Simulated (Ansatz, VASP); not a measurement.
**SnAs in VASP and in Ansatz**

```xyz
2
Lattice="0.0000 2.3571 2.3571 2.3571 0.0000 2.3571 2.3571 2.3571 0.0000" Properties=species:S:1:pos:R:3 pbc="T T T"
Sn    2.3571    2.3571    2.3571
As    0.0000    0.0000    0.0000
```

Change from the starting cell: volume scaled by 0.55, LAPW.

Alike in both runs: task single point; functional LDA; k mesh 11 × 11 × 11; occupations fermi-dirac, width 0.05 eV; no spin polarisation.

|  | VASP | Ansatz |
| --- | --- | --- |
| version | VASP 6.6.1 | Ansatz 0.2.0 |
| potentials or method | VASP PAW LDA potentials, release 64 (Sn_d, As), cutoff 520 eV | all-electron LAPW, scalar-relativistic |

|  | VASP | Ansatz | Ansatz less VASP |
| --- | --- | --- | --- |
| pressure (GPa) | 157.8 | 154.7 | -3.04 |

Ansatz ran all-electron here, so the differences hold the error of VASP's frozen core and of both bases.

Caveats: the cell as given lies far from equilibrium; so large a pressure means that the cell lies far from this level's equilibrium, or that cutoff or potentials fall short (VASP).
